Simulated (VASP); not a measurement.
The system is OMgSH2, in a box.

```
O Mg S H
1.0
    13.00000    0.00000    0.00000
     0.00000   13.00000    0.00000
     0.00000    0.00000   11.00000
O Mg S H
1 1 1 2
Direct
  0.39235 0.41485 0.55512
  0.47048 0.51642 0.50444
  0.56885 0.65197 0.44170
  0.35771 0.35126 0.56449
  0.64429 0.62978 0.52115
```

Base run:

- Program: VASP 6.6.1
- Functional: B3LYP
- Dispersion: D4
- Potentials or basis: VASP PAW PBE potentials, release 64 (O, Mg, S, H)
- Cutoff: 520 eV
- k mesh: 1 × 1 × 1
- Occupations: gaussian, width 0.01 eV
- Spin: no spin polarisation

Its results: gap between the frontier levels 5.31 eV; largest force 0.232 eV/Å.

Problem. The run is repeated on the same cell with these changes: functional from B3LYP to BLYP; further incar settings from ALGO = Normal; EDIFF = 1e-06; NBANDS = 16 to ALGO = Fast; EDIFF = 1e-07; NBANDS = 16. What comes out?

Solution. Gap between the frontier levels 3.81 eV; largest force 0.692 eV/Å.

Caveats: the PAW data sets were made with another functional, which shifts forces and pressure a little.

